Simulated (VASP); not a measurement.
An input for Ansatz (written as the equivalent of a VASP run, and not itself run):

Ansatz 0.2 input:
```yaml
crystal:
  lattice:
    - [0.0000000, 2.6023953, 2.6023953]
    - [2.6023953, 0.0000000, 2.6023953]
    - [2.6023953, 2.6023953, 0.0000000]
  atoms:
    - { symbol: Sr, position: [0.0000000, 0.0000000, 0.0000000] }
    - { symbol: O, position: [0.5000000, 0.5000000, 0.5000000] }
kpoints:
  mp_grid: { grid: [9, 9, 9] }
hamiltonian:
  xc: pbe
  pseudopotentials: { kind: paw }
scf:
  occupations: { method: gaussian, width: 0.05 }
  max_iter: 100
relax:
  max_steps: 40
  f_tol: 0.02
  cell: { p_target: 5 }
output: { forces: true, stress: true, eigenvalues: true }
```

Problem. Translate this input to VASP (INCAR, KPOINTS, POSCAR, choice of POTCAR).

Solution. Several could match; the one computed here: 
INCAR:
```
! general
SYSTEM  = SrO
PREC    = Accurate
ENCUT   = 620
LREAL   = .FALSE.
LASPH   = .TRUE.

! electronic loop
EDIFF   = 1E-6
NELM    = 100
ALGO    = Normal
LMAXMIX = 4

! smearing
ISMEAR  = 0
SIGMA   = 0.05

! functional
GGA     = PE

! ions
IBRION  = 2
NSW     = 40
ISIF    = 3
EDIFFG  = -0.02
PSTRESS = 50

! output
LWAVE   = .FALSE.
LCHARG  = .FALSE.
```

KPOINTS:
```
kpoints
0
Gamma
 9 9 9
0 0 0
```

File POSCAR:
```
SrO
1.0
  0.0000000000   2.6023952996   2.6023952996
  2.6023952996   0.0000000000   2.6023952996
  2.6023952996   2.6023952996   0.0000000000
Sr O
1 1
Direct
  0.0000000000   0.0000000000   0.0000000000
  0.5000000000   0.5000000000   0.5000000000
```

POTCAR, in this order: Sr_sv O (PBE.64 set). Program: vasp_std.

The two are equivalent in intent, not identical: each code has its own PAW files, so the cut-off isn't converted (ENCUT is set for VASP's; basis.ecutwfc is left out, and Ansatz then takes the one that its files recommend); Ansatz stops its SCF on the density residual and VASP on the energy change (EDIFF).

The compound is SrO in the rock salt structure. This run relaxes it under an external pressure of 5 GPa. Symmetry was kept, so distortions that lower it aren't found.
